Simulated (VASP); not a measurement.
Write the native input for VASP 6.6.1 that does the following.

- Task: single point
- Functional: PBE
- Potentials or basis: VASP PAW PBE potentials, release 64 (Ta_pv)
- Cutoff: 700 eV
- k mesh: 14 × 14 × 14
- Occupations: gaussian, width 0.1 eV
- Spin: no spin polarisation
- Further INCAR settings: ALGO = Fast; EDIFF = 1e-07; NBANDS = 12

The structure of Ta lies in POSCAR:

```
Ta
1.0
   -1.6512800000      1.6512800000      1.6512800000
    1.6512800000     -1.6512800000      1.6512800000
    1.6512800000      1.6512800000     -1.6512800000
Ta
1
Direct
    0.0000000000      0.0000000000      0.0000000000
```

One way to write it, as run:

INCAR

```
PREC     = Accurate       # precision mode
ENCUT    = 700            # plane-wave cutoff, eV
EDIFF    = 1E-7           # SCF threshold, eV
ISMEAR   = 0              # smearing method
SIGMA    = 0.1            # smearing width, eV
LREAL    = F              # projectors in reciprocal space
LASPH    = T              # aspherical terms in the spheres
NELM     = 80             # most SCF steps
ALGO     = Fast           # electronic algorithm
ISIF     = 2              # what is computed and relaxed
LWAVE    = F              # write WAVECAR
LCHARG   = F              # write CHGCAR
GGA      = PE             # functional
NBANDS   = 12             # bands
```

KPOINTS

```
regular mesh
0
Gamma
  14 14 14
```

Potentials or basis: VASP PAW PBE potentials, release 64 (Ta_pv).

Launch:

```sh
$ cat potpaw_PBE.64/Ta_pv/POTCAR > POTCAR
$ mpirun -np 1 vasp_std > vasp.out
```

Results of the run:

- Pressure: 3.2 GPa
- Band gap on the k mesh: none (metal or under the smearing width)

Run time: 24 s on 1 thread of Intel(R) Xeon(R) Platinum 8559C (Emerald Rapids), on a shared host, peak memory 0.18 GiB.
